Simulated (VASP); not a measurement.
Given:

```
TaS2
1.0
    3.29522     0.00000     0.00000
   -1.64761     2.85375     0.00000
    0.00000     0.00000    17.84824
Ta S
1 2
Direct
  0.66667   0.33333   0.50000
  0.33333   0.66667   0.41267
  0.33333   0.66667   0.58733
```

The numbers are results of PBEsol GGA, VASP's PBE PAW potentials (set 64) (plane waves; VASP 6.6.1), not measurements. Numerical set-up: 400 eV cut-off, 12×12×1 Γ-centred mesh, tetrahedra with Blöchl corrections, potentials Ta_pv S.

The cell holds a wide vacuum, so values per volume refer to the whole cell. The cores are frozen, which limits the accuracy of field gradients.

Q: Give the principal components of the electric field gradient (V/Å²) and the asymmetry η at each nucleus.

A: 
```tsv
atom	Vxx	Vyy	Vzz	η
Ta1	77.4	77.4	-154.8	0.00
S2	21.1	21.0	-42.1	0.00
S3	21.1	21.0	-42.1	0.00
```

The cell is a sheet with vacuum, built from a generated structure.
